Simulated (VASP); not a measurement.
Ti2TeS:

```
Ti Te S
1.0
    -3.30476    3.30476    2.28742
     3.30476   -3.30476    2.28742
     3.30476    3.30476   -2.28742
Ti Te S
2 1 1
Direct
  0.50000 0.50000 0.00000
  0.25000 0.75000 0.50000
  0.00000 0.00000 0.00000
  0.75000 0.25000 0.50000
```

The cell was built by a generator and needn't be a form met in nature.

| Item | Value |
| --- | --- |
| Program | VASP 6.6.1 |
| Task | relaxation of cell and atoms |
| Functional | PBE |
| Potentials or basis | VASP PAW PBE potentials, release 64 (Ti_sv, Te, S) |
| Cutoff | 520 eV |
| k mesh | 4 × 4 × 4 |
| Occupations | gaussian, width 0.15 eV |
| Spin | no spin polarisation |

At the start: pressure 8.6 GPa; volume 24.98 Å³/atom.

Question: How do energy, volume and symmetry change on relaxing?

Answer: Over 12 steps the energy falls by 542.2 meV/atom and the volume is 19.67 Å³/atom (-21.3 %); space group I-4m2 (No. 119, to 0.05 Å).

The path:
```tsv
step	energy change (eV)	largest force (eV/Å)	pressure (GPa)	volume (Å³)
1	0.0000	0.0000	8.58	99.93
2	0.6424	0.0000	-14.26	116.30
3	-1.1404	0.0000	-7.08	106.53
4	-1.1486	0.0000	-6.67	106.15
5	-1.1488	0.0000	-6.39	105.94
6	-1.7280	0.0000	-5.23	93.89
7	-2.1330	0.0000	-0.39	80.43
8	-2.1373	0.0000	3.38	75.77
9	-2.1491	0.0000	2.21	77.74
10	-2.1483	0.0000	1.38	78.38
11	-2.1607	0.0000	-1.26	78.85
12	-2.1688	0.0000	-0.44	78.67
```

Final structure:
```
Ti Te S
1.0
    -2.76008    2.76008    2.58181
     2.76008   -2.76008    2.58181
     2.76008    2.76008   -2.58181
Ti Te S
2 1 1
Direct
  0.50000 0.50000 0.00000
  0.25000 0.75000 0.50000
  0.00000 0.00000 0.00000
  0.75000 0.25000 0.50000
```

Caveat: the k mesh is coarse (spacing up to 0.42 Å⁻¹), so the values aren't converged; the volume moved by over 15 % at a fixed basis, so the end points are rough.
